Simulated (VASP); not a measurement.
Set up this calculation in VASP 6.6.1, as the native input.

```yaml
Task: relaxation of cell and atoms
Functional: PBE
Dispersion: D3(BJ)
Potentials_or_basis: VASP PAW PBE potentials, release 64 (Zr_sv, Mo_sv, C)
Cutoff: 600 eV
k_mesh: 5 × 5 × 5
Occupations: fermi-dirac, width 0.05 eV
Spin: no spin polarisation
Further_INCAR_settings: ALGO = Normal; EDIFF = 1e-06; IBRION = 2; EDIFFG = -0.02; NSW = 60; ISIF = 3
```

The structure of Zr3MoC lies in POSCAR:

```
Zr3MoC
1.0
    4.9425100000      0.0000000000      0.0000000000
    0.0000000000      4.9425100000      0.0000000000
    0.0000000000      0.0000000000      4.9425100000
Zr Mo C
3 1 1
Direct
    0.5000000000      0.0000000000      0.0000000000
    0.0000000000      0.5000000000      0.0000000000
    0.0000000000      0.0000000000      0.5000000000
    0.0000000000      0.0000000000      0.0000000000
    0.5000000000      0.5000000000      0.5000000000
```

The cell was built by a generator and needn't be a form met in nature.

These files were run (other wordings do the same):

INCAR

```
SYSTEM = Zr3MoC
PREC     = Accurate       ! precision mode
ENCUT    = 600            ! plane-wave cutoff, eV
EDIFF    = 1E-6           ! SCF threshold, eV
ISMEAR   = -1             ! smearing method
SIGMA    = 0.05           ! smearing width, eV
LREAL    = .FALSE.        ! projectors in reciprocal space
LASPH    = .TRUE.         ! aspherical terms in the spheres
NELM     = 100            ! most SCF steps
ALGO     = Normal         ! electronic algorithm
ISIF     = 3              ! what is computed and relaxed
LWAVE    = .FALSE.        ! write WAVECAR
LCHARG   = .FALSE.        ! write CHGCAR
GGA      = PE             ! functional
IVDW     = 12             ! dispersion correction
IBRION   = 2              ! ionic algorithm
NSW      = 60             ! ionic steps
EDIFFG   = -0.02          ! ionic threshold
```

KPOINTS

```
regular mesh
0
G
  5 5 5
  0 0 0
```

Potentials or basis: VASP PAW PBE potentials, release 64 (Zr_sv, Mo_sv, C).

Run with:

```console
$ cat potpaw_PBE.64/Zr_sv/POTCAR potpaw_PBE.64/Mo_sv/POTCAR potpaw_PBE.64/C/POTCAR > POTCAR
$ mpirun -np 1 vasp_std > vasp.out
```

Results of the run:

- Relaxed volume: 23.53 Å³/atom
- Relaxed cell: a = 4.900 Å, b = 4.900 Å, c = 4.900 Å, α = 90.00°, β = 90.00°, γ = 90.00°
- Space group after relaxing (to 0.05 Å): Pm-3m (No. 221)
- Energy gained by relaxing: 4.0 meV/atom
- Ionic steps: 3
- Pressure after relaxing: 0.0 GPa
- Band gap on the k mesh: none (metal or under the smearing width)
- Dispersion energy per atom: -0.443 eV

Caveat: pairwise dispersion overbinds metals, which lowers pressure and volume.

It took 63 s on 1 thread of Intel(R) Xeon(R) Platinum 8559C (Emerald Rapids), with other jobs on the host, peak memory 0.28 GiB.
